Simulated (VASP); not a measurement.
TiB₂ (AlB2 type): the lattice constant a from VASP (plane waves, PAW) at several levels of theory. Static lattice.  The measured value holds thermal and zero-point effects that the static calculation lacks.

```
level   lattice constant a (Å)  error against measurement
------  ----------------------  -------------------------
LDA                      2.996                     -1.1 %
PBE                      3.033                     +0.1 %
PBEsol                   3.019                     -0.3 %
SCAN                     3.016                     -0.4 %
r2SCAN                   3.028                     -0.0 %
```

Measured: 3.029 Å at 293 K (as given by R. G. Munro, J. Res. NIST 105, 709 (2000), Material Properties of Titanium Diboride).

The cell of the LDA run:

TiB2 is taken in the hexagonal space group P6/mmm (No. 191), Pearson symbol hP3. Cell: a = 2.996 Å, b = 2.996 Å, c = 3.163 Å, α = 90.00°, β = 90.00°, γ = 120.00°. Ti on 1a sees 12 B at 2.344 Å and 6 Ti at 2.996 Å and 2 Ti at 3.163 Å. B on 2d is coordinated by 3 B at 1.730 Å and 6 Ti at 2.344 Å. (Neighbours: up to the widest gap in distance over summed covalent radii, below 1.35, at either atom; cation-cation and far metal-metal contacts left out.)

Only levels that ran to the end are used. Left out are those held back, those with too coarse a band path, GW runs whose mesh misses a band edge, hybrids' fits of cells that aren't cubic and levels without matching references; a question may draw on a part of the rest.

The compound is TiB2 in the AlB2 type structure.
